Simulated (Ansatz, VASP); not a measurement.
# Cross-check of ScF3 between VASP and Ansatz

Wanted: the spread between two codes on one cell, functional and k mesh.

Program: Ansatz 0.2.0. Level of theory: plane waves, with VASP 6.6.1 beside it; single point at LDA and band structure at LDA. Results are calculated unless marked as measured.

### Step 1. The structure

It takes space group Pm-3m (No. 221, cubic). The conventional cell has a = 4.012 Å, b = 4.012 Å, c = 4.012 Å, α = 90.00°, β = 90.00°, γ = 90.00°. Nearest to Sc lie 6 F at 2.01 Å. Nearest to F lie 2 Sc at 2.01 Å. Farther neighbours and most contacts between anions are not listed.

### Step 2. Ansatz: single point, LDA

Ansatz runs on its default PAW (the set named soft_2) files.

A single point gives forces, pressure and levels at one fixed geometry, so differences don't come from the geometry; what else differs is listed under the comparison.

Contents of input.yaml:

```yaml
crystal:
  lattice:
    - [4.01245, 0.0, 0.0]
    - [0.0, 4.01245, 0.0]
    - [0.0, 0.0, 4.01245]
  atoms:
    - { symbol: Sc, position: [0.0, 0.0, 0.0] }
    - { symbol: F, position: [0.5, 0.0, 0.0] }
    - { symbol: F, position: [0.0, 0.5, 0.0] }
    - { symbol: F, position: [0.0, 0.0, 0.5] }
hamiltonian:
  xc: lda
  pseudopotentials: { kind: paw }
kpoints:
  mp_grid: { grid: [6, 6, 6] }
scf:
  occupations: { method: fermi_dirac, width: 0.05 }
  n_extra_bands: 5
output:
  forces: true
  stress: true
  eigenvalues: true
```

The run is started by

```
> ansatz run input.yaml --threads 2 --pin off --max-ram 4608MiB --backend cpu --events-out ev --progress --plain --runs-dir out
```

Numbers of over 12 decimals in the logs are rounded to 6 here.

What it wrote:

```text
scf.n_extra_bands = 5 over 16 filled bands (N_el = 32.0): the run solves 21 bands
Engine: ansatz 0.2.0, aarch64-unknown-linux-gnu
Pseudopotentials: kind: paw
Pseudopotential: Sc, paw, valence charge 11, recommended cutoff 420 eV (normal), Sc.paw.azcp
Pseudopotential: F, paw, valence charge 7, recommended cutoff 420 eV (normal), F.paw.azcp
Functional definition: SPW92
  exchange = slater_x
  correlation = pw_c
Crystal: 4 atoms, lattice volume = 64.599 Å³
Basis set: ecut = 420 eV, 1237 PW (Γ)
Bands: 21, of which v1, the nominal top of the filled ones, is band 16 counted from 1 (15 counted from 0)
Symmetry: 48 space group operations
Space group: Pm-3m (ITA 221), of the structure as read, at distance tolerance 4.0e-5 Å
k-points: 20 of 216
Non-local potential: Sc, projectors of the file, l = 0: 3, l = 1: 2, l = 2: 3, l = 3: 1
Non-local potential: F, projectors of the file, l = 0: 2, l = 1: 2, l = 2: 1
PAW form: soft (Blöchl's): semilocal exchange-correlation on the pseudo side does not see the compensation charge
PAW frozen core: Sc, regenerated for the run's functional, and the local potential with it (the file was generated under x = pbe(κ = 0.804, μ = 0.219515), c = pbe(β = 0.066725))
PAW frozen core: F, regenerated for the run's functional, and the local potential with it (the file was generated under x = pbe(κ = 0.804, μ = 0.219515), c = pbe(β = 0.066725))
PAW one-centre angular grid: Sc, 590 points (default); XC on 64 Gauss nodes
PAW one-centre angular grid: F, 110 points (default); XC on 64 Gauss nodes
Initial density: superposition of atomic densities (neutral atoms: chi_scale 0, normalization atom), corrected by the library's trained network
Initial wavefunctions: pseudopotential atomic-orbital guess
Functional: x = slater, c = lda
SCF iter   1: F=—  HF=-4477.827559 eV  |F-HF|=—  |Δ(HF+E_count)|=         —  Δρ=1.81e-2  dr2=1.53e-1  ethr=1.77e-3  ⟨swp⟩=5.7  Hψ=1820  notcnv=0
preconditioner: auto → Resta (q_TF=auto, 2.427 Å⁻¹)  ε∞=3.1  [insulator: Δε(μ)=5.911 eV  Ē_g=17.346 eV  σ=0.050 eV  W_gap=1.00  n_scr=18 (ndim 8)  ℏωp=25.3 eV  f_vac=0.292  D(μ)=0.00/eV (n_scr^D=0)  ε∞_Penn≈3.1]
SCF iter   2: F=—  HF=-4477.788892 eV  |F-HF|=—  |Δ(HF+E_count)|=   3.87e-2  Δρ=6.02e-3  dr2=9.47e-3  ethr=4.77e-4  ⟨swp⟩=2.2  Hψ=845  notcnv=0  defer=20
SCF iter   3: F=—  HF=-4477.786102 eV  |F-HF|=—  |Δ(HF+E_count)|=   2.79e-3  Δρ=1.90e-3  dr2=1.31e-3  ethr=2.96e-5  ⟨swp⟩=2.0  Hψ=663  notcnv=0  defer=20
SCF iter   4: F=—  HF=-4477.785710 eV  |F-HF|=—  |Δ(HF+E_count)|=   3.92e-4  Δρ=3.08e-4  dr2=4.73e-5  ethr=4.11e-6  ⟨swp⟩=2.7  Hψ=687  notcnv=0  defer=20
SCF iter   5: F=—  HF=-4477.785705 eV  |F-HF|=—  |Δ(HF+E_count)|=   5.70e-6  Δρ=3.91e-5  dr2=1.26e-6  ethr=1.48e-7  ⟨swp⟩=2.0  Hψ=594  notcnv=0  defer=20
SCF iter   6: F=—  HF=-4477.785706 eV  |F-HF|=—  |Δ(HF+E_count)|=   1.53e-6  Δρ=1.24e-5  dr2=1.31e-7  ethr=3.13e-10  ⟨swp⟩=8.1  Hψ=1815  notcnv=0
SCF iter   7: F=-4477.785706 eV  HF=-4477.785706 eV  |F-HF|=1.74e-8  |Δ(HF+E_count)|=   1.29e-7  Δρ=2.73e-6  dr2=5.89e-9  ethr=3.13e-10  ⟨swp⟩=4.9  Hψ=1607  notcnv=0
SCF 1 converged in 7 iterations: F = -4477.785706 eV  dr2 = 5.89e-9
  greatest PAW one-centre occupation: 0.998 electrons in one spin orbital (limit 2), on the Sc atom at site 0 (counted from 0), in its partial waves of l = 0
SCF converged after 7 iterations
Free energy (F): -4477.785706 eV
Harris-Foulkes:  -4477.785706 eV  (|F-HF|=1.74e-8)
Internal energy: -4477.785706 eV  (E = F + TS)
E sigma→0 (E₀):  -4477.785706 eV
Fermi energy:    2.512457 eV
--- Per-component energies (eV) ---
  E_band       = -397.294222
  E_kinetic    = 876.686363
  E_local      = -3371.817077  (includes V_loc(G=0)·N_el)
  E_nonlocal   = 307.373184
  E_hartree    = 1268.733701
  E_xc         = -337.561703
  E_vxc        = -432.051410  (∫ρ·V_xc dr)
  E_paw        = -1470.585050  (= ΣΔE_a)
  E_vpaw       = -314.961648  (= ΣTr[D̂ρ^β])
  E_aug_tail   = 0.006134  (compensation charges beyond the density's cutoff)
  E_ewald      = -1751.265938
  E_core_change = 0.644678  (= ΣΔE_core)
  E_smearing   = -0.000000  (= −TS)
  E_closure    = -0.000000  (closes the sum)
  Σ components = -4477.785706   (vs F -4477.785706, Δ=0.00e0)
--- Forces (eV/Å), atoms counted from 1 ---
  atom   1  Sc    -0.00000000     0.00000000     0.00000000
  atom   2  F     -0.00000000    -0.00000000    -0.00000000
  atom   3  F      0.00000000    -0.00000000    -0.00000000
  atom   4  F      0.00000000     0.00000000    -0.00000000
  max |Σ_I F_I| component: 2.37e-29 eV/Å
--- Stress (GPa, compression-positive) ---
       -2.971853       0.000000       0.000000
        0.000000      -2.971853       0.000000
       -0.000000       0.000000      -2.971853
  P = ⅓ Tr σ = -2.9719 GPa (-29.719 kbar)
--- Band table (eV; the first three rows and the last of 20) ---
  k-point 0: bands = [... 12 lower, -1.1987, -1.1499, -1.1499, -1.1499, 5.6017, 5.6017, 5.6017, 7.0283, ... 1 higher]
  k-point 1: bands = [... 12 lower, -1.3188, -1.2313, -1.1641, -1.1641, 5.6119, 5.8319, 5.8319, 7.3649, ... 1 higher]
  k-point 2: bands = [... 12 lower, -1.6032, -1.2929, -1.1612, -1.1612, 5.6324, 6.2896, 6.2896, 7.3905, ... 1 higher]
  k-point 19: bands = [... 12 lower, -2.9102, -0.6124, -0.6124, -0.6124, 7.2489, 7.2489, 7.2489, 10.1823, ... 1 higher]
```

Run time: 1.8 s. Hardware: 2 threads of Arm Neoverse N1, shared host; peak memory 0.3 GiB.

Reading the cycles: dr2 is the Hartree energy of the density residual (eV), the measure of convergence; HF is the Harris–Foulkes estimate of the energy, which meets the free energy F at convergence.

The run ends at a pressure of -2.97 GPa.

### Step 3. VASP: single point, LDA

The same cell, functional (in two slightly different forms), mesh and smearing now go to VASP, with its own data sets and cutoff.

Lines of VASP's logs that name or quote its potential files are left out, and so is its time.

Contents of INCAR:

```
SYSTEM = ScF3
PREC = Accurate
ENCUT = 520
EDIFF = 1E-06
NELM = 100
ISMEAR = -1
SIGMA = 0.05
LREAL = .FALSE.
ALGO = Normal
GGA = CA
NBANDS = 22
LASPH = .TRUE.
LORBIT = 11
LWAVE = .FALSE.
LCHARG = .FALSE.
KPAR = 4
ISIF = 2
```

Contents of POSCAR:

```
ScF3
1.0
    4.0124500000      0.0000000000      0.0000000000
    0.0000000000      4.0124500000      0.0000000000
    0.0000000000      0.0000000000      4.0124500000
Sc F
1 3
Direct
    0.0000000000      0.0000000000      0.0000000000
    0.5000000000      0.0000000000      0.0000000000
    0.0000000000      0.5000000000      0.0000000000
    0.0000000000      0.0000000000      0.5000000000
```

Contents of KPOINTS:

```
Automatic mesh
0
Gamma
6 6 6
0 0 0
```

Potentials, in the order of the species: Sc_sv and F (LDA family, release 64).

The run is started by

```
> mpirun -np 4 vasp_std
```

What it wrote:

```text
[banner, memory and clock lines left out]
running    4 mpi-ranks, on    1 nodes
 distrk:  each k-point on    1 cores,    4 groups
 distr:  one band on    1 cores,    1 groups

 POSCAR found type information on POSCAR ScF
 POSCAR found :  2 types and       4 ions
 LDA part: xc-table for (Slater(with rela. corr.)+CA(PZ))
 , standard interpolation
 POSCAR, INCAR and KPOINTS ok, starting setup
 FFT: planning ... GRIDC
 FFT: planning ... GRID_SOFT
 FFT: planning ... GRID
 WAVECAR not read
 entering main loop
       N       E                     dE             d eps       ncg     rms          rms(c)
DAV:   1     0.426695415166E+03    0.42670E+03   -0.15587E+04   888   0.152E+03
DAV:   2     0.775522166449E+01   -0.41894E+03   -0.40072E+03  1184   0.466E+02
DAV:   3    -0.330072921202E+02   -0.40763E+02   -0.40207E+02  1282   0.170E+02
DAV:   4    -0.340437083894E+02   -0.10364E+01   -0.10356E+01  1222   0.256E+01
DAV:   5    -0.340578603259E+02   -0.14152E-01   -0.14145E-01  1108   0.280E+00    0.163E+01
DAV:   6    -0.297057635635E+02    0.43521E+01   -0.15138E+01  1420   0.523E+01    0.727E+00
DAV:   7    -0.296459243579E+02    0.59839E-01   -0.12073E+00  1206   0.784E+00    0.426E+00
DAV:   8    -0.295942017238E+02    0.51723E-01   -0.39880E-01  1334   0.622E+00    0.106E+00
DAV:   9    -0.295804763964E+02    0.13725E-01   -0.37759E-02  1180   0.153E+00    0.339E-01
DAV:  10    -0.295797612743E+02    0.71512E-03   -0.52316E-03  1128   0.107E+00    0.190E-01
DAV:  11    -0.295794603273E+02    0.30095E-03   -0.57145E-03  1330   0.877E-01    0.104E-01
DAV:  12    -0.295793516364E+02    0.10869E-03   -0.10679E-03  1276   0.515E-01    0.404E-02
DAV:  13    -0.295793309047E+02    0.20732E-04   -0.43524E-05  1276   0.100E-01    0.221E-02
DAV:  14    -0.295793221434E+02    0.87612E-05   -0.48083E-05  1318   0.839E-02    0.381E-03
DAV:  15    -0.295793220423E+02    0.10111E-06   -0.91937E-07   624   0.143E-02
   1 F= -.29579322E+02 E0= -.29579322E+02  d E =-.292773E-10
```

From OUTCAR (step 3):

```text
ion  position               nearest neighbor table
   1  0.000  0.000  0.000-   2 2.01   3 2.01   4 2.01   4 2.01   3 2.01   2 2.01
   2  0.500  0.000  0.000-   1 2.01   1 2.01
   3  0.000  0.500  0.000-   1 2.01   1 2.01
   4  0.000  0.000  0.500-   1 2.01   1 2.01

  LATTYP: Found a simple cubic cell.
 ALAT       =     4.0124500000

 Subroutine GETGRP returns: Found 48 space group operations
 (whereof 48 operations were pure point group operations)

The static configuration has the point symmetry O_h .

 Found     20 irreducible k-points:

   k-points           NKPTS =     20   k-points in BZ     NKDIM =     20   number of bands    NBANDS=     22

   dimension x,y,z NGX =    30 NGY =   30 NGZ =   30
   dimension x,y,z NGXF=    60 NGYF=   60 NGZF=   60

   ENCUT  =  520.0 eV  38.22 Ry    6.18 a.u.   7.46  7.46  7.46*2*pi/ulx,y,z

   NELECT =      32.0000    total number of electrons

 k-points in reciprocal lattice and weights: Automatic mesh
   0.00000000  0.00000000  0.00000000       0.005
   0.16666667  0.00000000  0.00000000       0.028
   0.33333333  0.00000000  0.00000000       0.028
   0.50000000  0.00000000  0.00000000       0.014
   0.16666667  0.16666667  0.00000000       0.056
   0.33333333  0.16666667  0.00000000       0.111
   0.50000000  0.16666667  0.00000000       0.056
   0.33333333  0.33333333  0.00000000       0.056
   0.50000000  0.33333333  0.00000000       0.056
[...]
0.50000000  0.50000000  0.33333333       0.028
   0.50000000  0.50000000  0.50000000       0.005

 average (electrostatic) potential at core
       1 -51.1226       2 -79.5765       3 -79.5765       4 -79.5765

 E-fermi :  -2.7081

 k-point     1 :       0.0000    0.0000    0.0000
  band No.  band energies     occupation
    ...
     12      -4.4477      2.00000
     13      -4.4477      2.00000
     14      -4.3922      2.00000
     15      -4.3922      2.00000
     16      -4.3922      2.00000
     17       2.3235      0.00000
     18       2.3235      0.00000
     19       2.3235      0.00000
     20       3.7483      0.00000
     21       4.0917      0.00000
    ...

 k-point     2 :       0.1667    0.0000    0.0000
  band No.  band energies     occupation
    ...
     12      -4.5676      2.00000
     13      -4.5676      2.00000
     14      -4.4799      2.00000
     15      -4.4078      2.00000
     16      -4.4078      2.00000
     17       2.3338      0.00000
     18       2.5557      0.00000
     19       2.5557      0.00000
     20       4.0856      0.00000
     21       4.0991      0.00000
    ...

 k-point     3 :       0.3333    0.0000    0.0000
  band No.  band energies     occupation
    ...
     12      -4.8559      2.00000
     13      -4.8559      2.00000
     14      -4.5432      2.00000
     15      -4.4059      2.00000
     16      -4.4059      2.00000
     17       2.3544      0.00000
     18       3.0164      0.00000
     19       3.0164      0.00000
     20       4.1135      0.00000
     21       4.8239      0.00000
    ...

  Total       -0.9436871     -0.9436871     -0.9436871     -0.0000000      0.0000000      0.0000000
  in kB      -23.4050562    -23.4050562    -23.4050562     -0.0000000      0.0000000      0.0000000
  external PRESSURE =     -23.4050562 kB  Pullay stress =       0.0000000 kB

  energy-cutoff  :      520.00
  volume of cell :       64.60
      direct lattice vectors                 reciprocal lattice vectors
     4.012450000  0.000000000  0.000000000     0.249224289  0.000000000  0.000000000
     0.000000000  4.012450000  0.000000000     0.000000000  0.249224289  0.000000000
     0.000000000  0.000000000  4.012450000     0.000000000  0.000000000  0.249224289

 POSITION                                       TOTAL-FORCE (eV/Angst)
 -----------------------------------------------------------------------------------
      0.00000      0.00000      0.00000         0.000000      0.000000      0.000000
      2.00623      0.00000      0.00000         0.000000      0.000000      0.000000
      0.00000      2.00623      0.00000         0.000000      0.000000      0.000000
      0.00000      0.00000      2.00623         0.000000      0.000000      0.000000
 -----------------------------------------------------------------------------------
    total drift:                                0.000000      0.000000      0.000000

  FREE ENERGIE OF THE ION-ELECTRON SYSTEM (eV)
  ---------------------------------------------------
  free  energy   TOTEN  =       -29.5793220423 eV

  energy  without entropy=      -29.5793220423  energy(sigma->0) =      -29.57932204

 total charge
# of ion       s       p       d       tot
------------------------------------------
    1        2.202   6.273   0.986   9.461
    2        1.728   4.370   0.000   6.098
    3        1.728   4.370   0.000   6.098
    4        1.728   4.370   0.000   6.098
--------------------------------------------------
tot          7.387  19.382   0.986  27.755

[... 3 further parts left out ...]
```

At this level the cell is under a tension of 2.3 GPa, so at these settings it is away from equilibrium.

### Step 4. Differences

Known differences besides the potentials themselves: the two LDA forms differ slightly; the cutoff is 420 eV in Ansatz and 520 eV in VASP; VASP's log shows a relativistic correction to its local exchange, Ansatz's none. Total energies have different zeros and are not compared.

The two programs side by side:

```tsv
quantity	Ansatz	VASP	difference
pressure (GPa)	-2.97	-2.34	-0.63
pressure without Ansatz's Pulay correction (GPa)	-3.73	-2.34	-1.39
gap on the k mesh (eV)	6.214	6.184	+0.030
```

A gap on the mesh is an upper bound, since the band edges may lie between its points. Ansatz's pressure holds a Pulay correction of 0.76 GPa; VASP's holds none.

### Step 5. Further runs

Further runs change the set-up of one program: Ansatz's method, potentials or start, or VASP's data sets, cutoff or form of LDA. The table gives Ansatz less VASP for each quantity, since a change that brings one quantity closer may part another.

```tsv
run	pressure (GPa)	gap on the k mesh (eV)
as above	-0.63	0.030
Ansatz's all-electron LAPW method	-0.58	0.026
```

### Step 6. Ansatz: band structure, LDA

The same path points are solved in both programs, so levels can be compared one by one.

The cell is taken from a series of VASP runs on this material, whose earlier steps may have relaxed, scaled or displaced it; both programs get it as it stands.

Contents of input.yaml:

```yaml
crystal:
  lattice:
    - [4.01245, 0.0, 0.0]
    - [0.0, 4.01245, 0.0]
    - [0.0, 0.0, 4.01245]
  atoms:
    - { symbol: Sc, position: [-0.006424, -0.005977, 0.021537] }
    - { symbol: F, position: [0.504527, -0.000961, 0.011625] }
    - { symbol: F, position: [0.016704, 0.503116, -0.025665] }
    - { symbol: F, position: [-0.002923, 0.003238, 0.498808] }
hamiltonian:
  xc: lda
  pseudopotentials: { kind: paw }
kpoints:
  mp_grid: { grid: [6, 6, 6] }
  band_path:
    path:
      - [0.0, 0.0, 0.0]
      - [0.0, 0.1, 0.0]
      - [0.0, 0.2, 0.0]
      - [0.0, 0.3, 0.0]
      - [0.0, 0.43333, 0.0]
      - [0.0, 0.5, 0.0]
      - [0.1, 0.5, 0.0]
      - [0.2, 0.5, 0.0]
      - [0.33333, 0.5, 0.0]
      - [0.43333, 0.5, 0.0]
      - [0.5, 0.5, 0.0]
      - [0.36667, 0.36667, 0.0]
      - [0.26667, 0.26667, 0.0]
      - [0.16667, 0.16667, 0.0]
      - [0.06667, 0.06667, 0.0]
      - [0.03333, 0.03333, 0.03333]
      - [0.13333, 0.13333, 0.13333]
      - [0.23333, 0.23333, 0.23333]
      - [0.33333, 0.33333, 0.33333]
      - [0.46667, 0.46667, 0.46667]
      - [0.5, 0.5, 0.5]
      - [0.46667, 0.5, 0.46667]
      - [0.36667, 0.5, 0.36667]
      - [0.23333, 0.5, 0.23333]
      - [0.13333, 0.5, 0.13333]
      - [0.03333, 0.5, 0.03333]
      - [0.5, 0.5, 0.03333]
      - [0.5, 0.5, 0.16667]
      - [0.5, 0.5, 0.26667]
      - [0.5, 0.5, 0.36667]
      - [0.5, 0.5, 0.5]
    npoints: 1
scf:
  occupations: { method: fermi_dirac, width: 0.05 }
  n_extra_bands: 8
output:
  forces: true
  stress: true
  eigenvalues: true
  write_density: true
  write_potential: true
  elf: true
  volumetric_format: npy
```

The run is started by

```
> ansatz run input.yaml --threads 2 --pin off --max-ram 4608MiB --backend cpu --events-out ev --progress --plain --runs-dir out
```

What it wrote:

```text
[...]
Crystal: 4 atoms, lattice volume = 64.599 Å³
Basis set: ecut = 420 eV, 1237 PW (Γ)
Bands: 24, of which v1, the nominal top of the filled ones, is band 16 counted from 1 (15 counted from 0)
Symmetry: 1 space group operations
[...]
k-points: 112 of 216 (time reversal used)
[...]
k-point 0: bands = [... 12 lower, -1.2026, -1.1933, -1.1848, -1.1259, 5.6647, 5.6906, 5.8480, 6.9967, ... 4 higher]
  k-point 1: bands = [... 12 lower, -1.3822, -1.2162, -1.1608, -1.1255, 5.6914, 5.9148, 6.0443, 7.3182, ... 4 higher]
  k-point 2: bands = [... 12 lower, -1.6223, -1.2755, -1.1436, -1.1203, 5.7194, 6.3635, 6.4682, 7.4581, ... 4 higher]
  k-point 111: bands = [... 12 lower, -2.8481, -0.6434, -0.6222, -0.5883, 7.1898, 7.2522, 7.3005, 9.9333, ... 4 higher]
[key lines of the parts left out:]
SCF converged after 7 iterations
Free energy (F): -4477.721577 eV
Fermi energy:    2.559790 eV
P = ⅓ Tr σ = -2.5652 GPa (-25.652 kbar)
```

Wall time 23 s (2 threads); peak memory 0.43 GiB.

[end of part 1 of 2]

[Lines on the potential files, build, host, timing and source positions are cut from VASP's logs without a mark.]

[Logs are printed without paths, hosts, clocks, repeated set-up lines and the standing remarks that a program may print on its own settings, such as how far it seeks lower states.]

[Hosts, paths, dates, database ids (printed as entryN), source tags and the programs' standing remarks are cut or masked in the printed files.]
